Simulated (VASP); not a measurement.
# In3F (Im-3m) in VASP: further runs

Runs on In3F. Level: PBE. Tasks: relaxation of the atoms.

All numbers are computed with VASP 6.6.1; they aren't measurements. Logs are shortened: lines on timing, memory, paths and dates and some standing lists are left out, and cuts for length are marked.

## Step 1: The undisturbed crystal

It takes space group Im-3m (No. 229, cubic). Conventional cell: a = 5.802 Å, b = 5.802 Å, c = 5.802 Å, α = 90.00°, β = 90.00°, γ = 90.00°. In (site symmetry 4/mmm) is surrounded by 4 In at 2.90 Å and 2 F at 2.90 Å. F (site symmetry m-3m) is surrounded by 6 In at 2.90 Å.

The cell was built by a generator and needn't be a form met in nature.

## Step 2: Relaxation of the atoms, PBE, 24.40 Å³/atom (strain = -0.04)

INCAR

```
SYSTEM = In3F
PREC     = Accurate       ! precision mode
ENCUT    = 520            ! plane-wave cutoff, eV
EDIFF    = 1E-7           ! SCF threshold, eV
ISMEAR   = -1             ! smearing method
SIGMA    = 0.05           ! smearing width, eV
LREAL    = .FALSE.        ! projectors in reciprocal space
LASPH    = .TRUE.         ! aspherical terms in the spheres
NELM     = 80             ! most SCF steps
ALGO     = Normal         ! electronic algorithm
ISIF     = 2              ! what is computed and relaxed
LWAVE    = .FALSE.        ! write WAVECAR
LCHARG   = .FALSE.        ! write CHGCAR
GGA      = PE             ! functional
IBRION   = 2              ! ionic algorithm
NSW      = 40             ! ionic steps
EDIFFG   = -0.02          ! ionic threshold
```

KPOINTS

```
Automatic mesh
0
G
  5 5 5
  0 0 0
```

POSCAR

```
In3F
1.0
   -2.9589792000      2.9589792000      2.9009600000
    2.9589792000     -2.9589792000      2.9009600000
    2.8429408000      2.8429408000     -2.9009600000
In F
3 1
Direct
    0.0000000000      0.5000000000      0.5000000000
    0.5000000000      0.0000000000      0.5000000000
    0.5000000000      0.5000000000      0.0000000000
    0.0000000000      0.0000000000      0.0000000000
```

Potentials or basis: VASP PAW PBE potentials, release 64 (In_d, F).

The run is started by

```
$ cat potpaw_PBE.64/In_d/POTCAR potpaw_PBE.64/F/POTCAR > POTCAR
$ mpirun -np 1 vasp_std > vasp.out
```

OUTCAR:

```text
SYSTEM = In3F
   PREC = Accurate
   ENCUT = 520
   EDIFF = 1E-7
   ISMEAR = -1
   LREAL = .FALSE.
   LASPH = .TRUE.
   NELM = 80
   ISIF = 2
   GGA = PE
   IBRION = 2
   NSW = 40
   EDIFFG = -0.02

 ion  position               nearest neighbor table
   1  0.000  0.500  0.500-   2 2.90   2 2.90   4 2.90   4 2.90   3 2.90   3 2.90   2 4.02   2 4.02

   2  0.500  0.000  0.500-   1 2.90   1 2.90   4 2.90   3 2.90   4 2.90   3 2.90   1 4.02   1 4.02

   3  0.500  0.500  0.000-   4 2.90   4 2.90   1 2.90   2 2.90   1 2.90   2 2.90
   4  0.000  0.000  0.000-   3 2.90   3 2.90   1 2.90   1 2.90   2 2.90   2 2.90

  LATTYP: Found a face centered orthorhombic cell.
 ALAT       =     5.8019200000
 B/A-ratio  =     1.3859292911
 C/A-ratio  =     1.4424978336

  Lattice vectors:

 A1 = (  -0.1160384000,   5.8019200000,   0.0000000000)
 A2 = (  -2.9589792000,   2.9589792000,   2.9009600000)
 A3 = (   2.8429408000,   2.8429408000,   2.9009600000)

Analysis of symmetry for initial positions (statically):
=====================================================================
 Subroutine PRICEL returns:
 Original cell was already a primitive cell.

 Routine SETGRP: Setting up the symmetry group for a
 face centered orthorhombic supercell.

 Subroutine GETGRP returns: Found  8 space group operations
 (whereof  8 operations were pure point group operations)
 out of a pool of  8 trial point group operations.

The static configuration has the point symmetry D_2h.

Analysis of symmetry for dynamics (positions and initial velocities):
=====================================================================
 Subroutine PRICEL returns:
 Original cell was already a primitive cell.

 Routine SETGRP: Setting up the symmetry group for a
 face centered orthorhombic supercell.

 Subroutine GETGRP returns: Found  8 space group operations
 (whereof  8 operations were pure point group operations)
 out of a pool of  8 trial point group operations.

The dynamic configuration has the point symmetry D_2h.

 Subroutine INISYM returns: Found  8 space group operations
 (whereof  8 operations are pure point group operations),
 and found     1 'primitive' translations

----------------------------------------------------------------------------------------

                                     Primitive cell

  volume of cell :      97.6139

  direct lattice vectors                    reciprocal lattice vectors
    -2.958979200  2.958979200  2.900960000     0.003448514  0.172425707  0.172356737
     2.958979200 -2.958979200  2.900960000     0.172425707  0.003448514  0.172356737
     2.842940800  2.842940800 -2.900960000     0.175874222  0.175874222  0.000000000

  length of vectors
     5.091825285  5.091825285  4.957841638     0.243822398  0.243822398  0.248723709

  position of ions in fractional coordinates (direct lattice)
     1.000000000  0.500000000  0.500000000
     0.500000000  1.000000000  0.500000000
     0.500000000  0.500000000  0.000000000
     0.000000000  0.000000000  0.000000000

  ion indices of the primitive-cell ions
   primitive index   ion index
                 1           1
                 2           2
                 3           3
                 4           4

----------------------------------------------------------------------------------------

 KPOINTS: Automatic mesh

Automatic generation of k-mesh.
 Grid dimensions read from file:
 generate k-points for:    5    5    5

 Generating k-lattice:

  Cartesian coordinates                     Fractional coordinates (reciprocal lattice)
     0.000689703  0.034485141  0.034471347     0.200000000 -0.000000000  0.000000000
     0.034485141  0.000689703  0.034471347    -0.000000000  0.200000000  0.000000000
     0.035174844  0.035174844  0.000000000     0.000000000  0.000000000  0.200000000

  Length of vectors
     0.048764480  0.048764480  0.049744742

  Shift w.r.t. Gamma in fractional coordinates (k-lattice)
     0.000000000  0.000000000  0.000000000

 Subroutine IBZKPT returns following result:
 ===========================================

 Found     27 irreducible k-points:

 Following reciprocal coordinates:
            Coordinates               Weight
  0.000000  0.000000  0.000000      1.000000
  0.200000 -0.000000 -0.000000      8.000000
  0.400000  0.000000 -0.000000      8.000000
  0.200000  0.200000  0.000000      4.000000
  0.400000  0.200000 -0.000000      8.000000
 -0.400000  0.200000  0.000000      8.000000
[... 16 lines left out ...]
  0.200000 -0.000000  0.400000      4.000000
 -0.200000  0.200000  0.400000      4.000000
 [... further k-points ...]
   k-points           NKPTS =     27   k-points in BZ     NKDIM =     27   number of bands    NBANDS=     27
   number of dos      NEDOS =    301   number of ions     NIONS =      4
   total plane-waves  NPLWV =  64000
   dimension x,y,z NGX =    40 NGY =   40 NGZ =   40
   dimension x,y,z NGXF=    80 NGYF=   80 NGZF=   80
   ions per type =               3   1
   NGX,Y,Z   is equivalent  to a cutoff of  13.06, 13.06, 13.41 a.u.
   NGXF,Y,Z  is equivalent  to a cutoff of  26.12, 26.12, 26.83 a.u.
 SYSTEM =  In3F
   PREC   = accura    normal or accurate (medium, high low for compatibility)
   ISTART =      0    job   : 0-new  1-cont  2-samecut
   ICHARG =      2    charge: 1-file 2-atom 10-const
   ISPIN  =      1    spin polarized calculation?
   LNONCOLLINEAR =      F non collinear calculations
   LSORBIT =      F    spin-orbit coupling
   LASPH  =      T    aspherical Exc in radial PAW
   ENCUT  =  520.0 eV  38.22 Ry    6.18 a.u.   9.47  9.47  9.22*2*pi/ulx,y,z
   NELM   =     80;   NELMIN=  2; NELMDL= -5     # of ELM steps
   EDIFF  = 0.1E-06   stopping-criterion for ELM
   LREAL  =      F    real-space projection
   EDIFFG = -.2E-01   stopping-criterion for IOM
   NSW    =     40    number of steps for IOM
   IBRION =      2    ionic relax: 0-MD 1-quasi-New 2-CG
   NFREE  =      1    steps in history (QN), initial steepest desc. (CG)
   ISIF   =      2    stress and relaxation
   ISYM   =      2    0-nonsym 1-usesym 2-fastsym
   POTIM  = 0.5000    time-step for ionic-motion
   TEBEG  =    0.0;   TEEND  =   0.0 temperature during run
   PSTRESS=    0.0 pullay stress
   NELECT =      46.0000    total number of electrons
   NUPDOWN=      -1.0000    fix difference up-down
   EMIN   =  10.00;   EMAX   =-10.00  energy-range for DOS
   EFERMI =   0.00;   METHOD = LEGACY
   ISMEAR =    -1;   SIGMA  =   0.05  broadening in eV -4-tet -1-fermi 0-gaus
   EFERMI_NEDOS =   21; number of points for ismear=-14 and -15
   IALGO  =     38    algorithm
   IMIX   =      4    mixing-type and parameters
     AMIX     =   0.40;   BMIX     =  1.00
     AMIX_MAG =   1.60;   BMIX_MAG =  1.00
  volume/ion in A,a.u.               =      24.40       164.68
  Fermi-wavevector in a.u.,A,eV,Ry     =   1.273963  2.407442 22.082021  1.622983
  Thomas-Fermi vector in A             =   2.406758
   LORBIT       =      0    0 simple, 1 ext, 2 COOP (PROOUT), +10 PAW based schemes
   GGA     = PE    functional components
   LHFCALC =     F    Hartree Fock is set to
   AEXX    =    0.0000 exact exchange contribution
   IVDW    =     0    specifies the selected vdW correction
   LEPSILON=     F    determine dielectric tensor
   LRPA    =     F    only Hartree local field effects (RPA)
 conjugate gradient relaxation of ions
 non-spin polarized calculation
  energy-cutoff  :      520.00
  volume of cell :       97.61
 maximum number of plane-waves:      2640
 NGX is ok and might be reduce to    40
   NGX = 19   NGY = 19   NGZ = 19

 number of electron      45.9999996 magnetization

 Free energy of the ion-electron system (eV)
  ---------------------------------------------------
  ext. energy  EPLUGINS =         0.00000000
  ---------------------------------------------------
  free energy    TOTEN  =       -12.07515559 eV

  energy without entropy =      -12.04512022  energy(sigma->0) =      -12.06013791

 E-fermi :   5.6898     XC(G=0):  -9.5711

 val. band max:        5.6605528831   @ k =  -0.2000   0.2000   0.4000
 cond. band min:       5.7033556110   @ k =  -0.2000   0.4000   0.2000
 fundamental gap:      0.0428027279
 Fermi energy:         5.6897545194

 k-point     1 :       0.0000    0.0000    0.0000
  band No.  band energies     occupation
      1     -16.6790      2.00000
      2      -9.5679      2.00000
      3      -9.5664      2.00000
      4      -9.3040      2.00000
      5      -9.3023      2.00000
      6      -9.2981      2.00000
[... 19 lines left out ...]
     26       9.2182      0.00000
     27       9.3745      0.00000

 k-point     2 :       0.2000   -0.0000   -0.0000
  band No.  band energies     occupation
      1     -16.6759      2.00000
      2      -9.5401      2.00000
      3      -9.4755      2.00000
      4      -9.2729      2.00000
      5      -9.2659      2.00000
      6      -9.2452      2.00000
[... 19 lines left out ...]
     26       8.2051      0.00000
     27       8.7216      0.00000

 k-point     3 :       0.4000    0.0000   -0.0000
  band No.  band energies     occupation
      1     -16.6708      2.00000
      2      -9.5020      2.00000
      3      -9.2319      2.00000
      4      -9.2123      2.00000
      5      -9.1871      2.00000
      6      -9.1142      2.00000
[... 19 lines left out ...]
     26       8.2471      0.00000
     27       9.4170      0.00000

 k-point     4 :       0.2000    0.2000    0.0000
  band No.  band energies     occupation
      1     -16.6717      2.00000
      2      -9.4758      2.00000
      3      -9.3573      2.00000
      4      -9.2300      2.00000
      5      -9.1766      2.00000
      6      -9.1757      2.00000
[... 19 lines left out ...]
     26       8.9914      0.00000
     27       9.2977      0.00000

 k-point     5 :       0.4000    0.2000   -0.0000
  band No.  band energies     occupation
      1     -16.6693      2.00000
      2      -9.4277      2.00000
      3      -9.1895      2.00000
      4      -9.1730      2.00000
      5      -9.1520      2.00000
      6      -9.1443      2.00000
[... 19 lines left out ...]
     26       8.9046      0.00000
     27      10.1192      0.00000

 k-point     6 :      -0.4000    0.2000    0.0000
  band No.  band energies     occupation
      1     -16.6718      2.00000
      2      -9.4743      2.00000
      3      -9.3572      2.00000
      4      -9.2311      2.00000
      5      -9.1794      2.00000
      6      -9.1753      2.00000
[... 444 lines left out ...]
      1     -16.6743      2.00000
      2      -9.5660      2.00000
      3      -9.4201      2.00000
      4      -9.2828      2.00000
      5      -9.2136      2.00000
      6      -9.2088      2.00000
[... 19 lines left out ...]
     26       8.8609      0.00000
     27       9.3002      0.00000

 k-point    22 :       0.0000    0.0000    0.4000
  band No.  band energies     occupation
      1     -16.6705      2.00000
      2      -9.4973      2.00000
      3      -9.2349      2.00000
      4      -9.2068      2.00000
      5      -9.1851      2.00000
      6      -9.1138      2.00000
[... 19 lines left out ...]
     26       8.1856      0.00000
     27       9.2815      0.00000

 k-point    23 :       0.2000   -0.0000    0.4000
  band No.  band energies     occupation
      1     -16.6690      2.00000
      2      -9.4229      2.00000
      3      -9.1907      2.00000
      4      -9.1680      2.00000
      5      -9.1539      2.00000
      6      -9.1422      2.00000
[... 19 lines left out ...]
     26       8.8835      0.00000
     27      10.1380      0.00000

 k-point    24 :      -0.2000    0.2000    0.4000
  band No.  band energies     occupation
      1     -16.6716      2.00000
      2      -9.5359      2.00000
      3      -9.3406      2.00000
      4      -9.2399      2.00000
      5      -9.1798      2.00000
      6      -9.1633      2.00000
[... 19 lines left out ...]
     26       8.9838      0.00000
     27       9.2610      0.00000

 [... further k-points ...]
[... 5 lines left out ...]
  --------------------------------------------------------------------------------------
  -------------------------------------------------------------------------------------
  Total       -0.0063301     -0.0063301      0.0197501      0.0120262      0.0000000      0.0000000
  in kB       -0.1038979     -0.1038979      0.3241660      0.1973913      0.0000000      0.0000000
  external PRESSURE =       0.0387901 kB  Pullay stress =       0.0000000 kB

 VOLUME and BASIS-vectors are now :
 -----------------------------------------------------------------------------
  energy-cutoff  :      520.00
  volume of cell :       97.61
      direct lattice vectors                 reciprocal lattice vectors
    -2.958979200  2.958979200  2.900960000     0.003448514  0.172425707  0.172356737
     2.958979200 -2.958979200  2.900960000     0.172425707  0.003448514  0.172356737
     2.842940800  2.842940800 -2.900960000     0.175874222  0.175874222  0.000000000

 POSITION                                       TOTAL-FORCE (eV/Angst)
 -----------------------------------------------------------------------------------
      2.90096     -0.05802      0.00000        -0.000000      0.000000      0.000000
     -0.05802      2.90096      0.00000        -0.000000      0.000000     -0.000000
      0.00000      0.00000      2.90096         0.000000      0.000000      0.000000
      0.00000      0.00000      0.00000        -0.000000     -0.000000     -0.000000
 -----------------------------------------------------------------------------------
    total drift:                               -0.000000     -0.000000      0.000000

  FREE ENERGIE OF THE ION-ELECTRON SYSTEM (eV)
  ---------------------------------------------------
  free  energy   TOTEN  =       -12.0751555927 eV

  energy  without entropy=      -12.0451202237  energy(sigma->0) =      -12.06013791

 reached required accuracy - stopping structural energy minimisation
```

Wall time 88 s (1 thread of Intel Xeon Platinum 8259CL at 2.50GHz (Skylake/Cascade Lake), shared host); peak memory 0.26 GiB.

What came out:

```
Free energy             : -12.0752 eV
Pressure after relaxing : 0.0 GPa
Band gap on the k mesh  : none (metal or under the smearing width)
```

Caveat: the relaxation stopped at its first step, so nothing moved.

## Step 3: Relaxation of the atoms, PBE, 24.41 Å³/atom (strain = -0.02)

INCAR is that of step 2.

KPOINTS is that of step 2.

POSCAR

```
In3F
1.0
   -2.9299696000      2.9299696000      2.9009600000
    2.9299696000     -2.9299696000      2.9009600000
    2.8719504000      2.8719504000     -2.9009600000
In F
3 1
Direct
    0.0000000000      0.5000000000      0.5000000000
    0.5000000000      0.0000000000      0.5000000000
    0.5000000000      0.5000000000      0.0000000000
    0.0000000000      0.0000000000      0.0000000000
```

Potentials or basis: VASP PAW PBE potentials, release 64 (In_d, F).

The run is started by

```
$ cat potpaw_PBE.64/In_d/POTCAR potpaw_PBE.64/F/POTCAR > POTCAR
$ mpirun -np 1 vasp_std > vasp.out
```

It took 79 s on 1 thread of Intel Xeon Platinum 8259CL at 2.50GHz (Skylake/Cascade Lake), shared host; peak memory 0.26 GiB.

The run converged. Its results:

```
Free energy             : -12.0752 eV
Pressure after relaxing : 0.0 GPa
Band gap on the k mesh  : none (metal or under the smearing width)
```

Caveat: the relaxation stopped at its first step, so nothing moved.

## Step 4: For comparison

An earlier run on the cell as given: functional PBE; potentials or basis VASP PAW PBE potentials, release 64 (In_d, F); cutoff 520 eV; k mesh 7 × 7 × 7; occupations fermi-dirac, width 0.05 eV; no spin polarisation.

- Pressure: -0.1 GPa
- Band gap on the k mesh: none (metal or under the smearing width)
